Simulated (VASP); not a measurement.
An input for Quantum ESPRESSO's pw.x (written as the equivalent of a VASP run, and not itself run):

```
&CONTROL
  calculation = 'vc-relax'
  pseudo_dir = './pseudo'
  outdir = './out'
  tprnfor = .true.
  tstress = .true.
  nstep = 40
  forc_conv_thr = 0.00078
/
&SYSTEM
  ibrav = 0
  nat = 2
  ntyp = 2
  ecutwfc = 92
  occupations = 'smearing'
  smearing = 'methfessel-paxton'
  degauss = 0.00735
  input_dft = 'pbesol'
/
&ELECTRONS
  conv_thr = 7.3e-08
  electron_maxstep = 100
/
&IONS
/
&CELL
  press = 450
/
ATOMIC_SPECIES
  Cu 63.546 Cu.upf
  I 126.904 I.upf
CELL_PARAMETERS angstrom
     3.1193535   -0.0000000    0.0000000
    -0.0000000    3.1193535   -0.0000000
     0.0000000   -0.0000000    3.1193535
ATOMIC_POSITIONS crystal
  Cu   0.0000000  0.0000000  0.0000000
  I    0.5000000  0.5000000  0.5000000
K_POINTS automatic
  12 12 12 0 0 0
```

Problem. Translate this input to VASP (INCAR, KPOINTS, POSCAR, choice of POTCAR).

Solution. One answer among several that fit: 
POSCAR:
```
CuI
1.0
  3.1193534736   0.0000000000   0.0000000000
  0.0000000000   3.1193534736   0.0000000000
  0.0000000000   0.0000000000   3.1193534736
Cu I
1 1
Cart
  0.0000000000   0.0000000000   0.0000000000
  1.5596767368   1.5596767368   1.5596767368
```

### INCAR
```
ALGO = Normal
EDIFF = 1E-6
EDIFFG = -0.02
ENCUT = 500
GGA = PS
IBRION = 2
ISIF = 3
ISMEAR = 1
LASPH = .TRUE.
LCHARG = .FALSE.
LMAXMIX = 4
LREAL = .FALSE.
LWAVE = .FALSE.
NELM = 100
NSW = 40
PREC = Accurate
PSTRESS = 450
SIGMA = 0.1
SYSTEM = CuI
```

File KPOINTS:
```
Automatic mesh
0
G
  12 12 12
0 0 0
```

POTCAR, in this order: Cu I (PBE.64 set). Program: vasp_std.

The two are equivalent in intent, not identical: the potentials are each code's own (VASP's PAW set, PseudoDojo norm-conserving files in pw.x), so ENCUT and ecutwfc are chosen apart and not converted; conv_thr bounds pw.x's estimated SCF error, while EDIFF bounds the energy change between steps; forc_conv_thr acts on force components and is met together with etot_conv_thr.

The structure was generated: CuI was put into the CsCl type type (Pm-3m), which need not be its known phase. It was relaxed first under an external pressure of 45 GPa.
